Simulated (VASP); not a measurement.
# Cu: relaxation of the atoms with PBE

Cu:

```xyz
1
Lattice="0.0000 1.8535 1.8535 1.8535 0.0000 1.8535 1.8535 1.8535 0.0000" Properties=species:S:1:pos:R:3 pbc="T T T"
Cu    0.0000    0.0000    0.0000
```

The cell isn't the ideal one: a relaxed cell with its volume scaled by 1.06.

| Quantity | Value |
| --- | --- |
| Program | VASP 6.6.1 |
| Task | relaxation of the atoms |
| Functional | PBE |
| Potentials or basis | VASP PAW PBE potentials, release 64 (Cu) |
| Cutoff | 600 eV |
| k mesh | 18 × 18 × 18 |
| Occupations | methfessel-paxton, width 0.1 eV |
| Spin | no spin polarisation |
| Further INCAR settings | ALGO = Normal; EDIFF = 1e-07; IBRION = 2; EDIFFG = -0.01; NSW = 40 |

- Pressure after relaxing: -6.9 GPa
- Band gap on the k mesh: none (metal or under the smearing width)

Final structure:
```
Cu
1.0
     0.00000    1.85351    1.85351
     1.85351    0.00000    1.85351
     1.85351    1.85351    0.00000
Cu
1
Direct
  0.00000 0.00000 0.00000
```

Levels at points of the mesh, in eV from the Fermi level:
```
           k point  band 2  band 3  band 4  band 5  band 6  band 7  band 8  band 9
(0.00, 0.00, 0.00)   -2.76   -2.76   -2.76   -2.03   -2.03   22.02   24.09   24.09
(0.50, 0.00, 0.00)   -2.79   -2.79   -1.52   -1.52   -0.75    3.43   20.55   20.96
(0.50, 0.50, 0.00)   -4.00   -1.54   -1.40   -1.40    1.59    6.64   12.55   12.55
```

Run time: 8.7 s on 1 thread of Intel(R) Xeon(R) 6975P-C (Granite Rapids), on a shared host, peak memory 0.16 GiB.

Caveat: the relaxation stopped at its first step, so nothing moved.
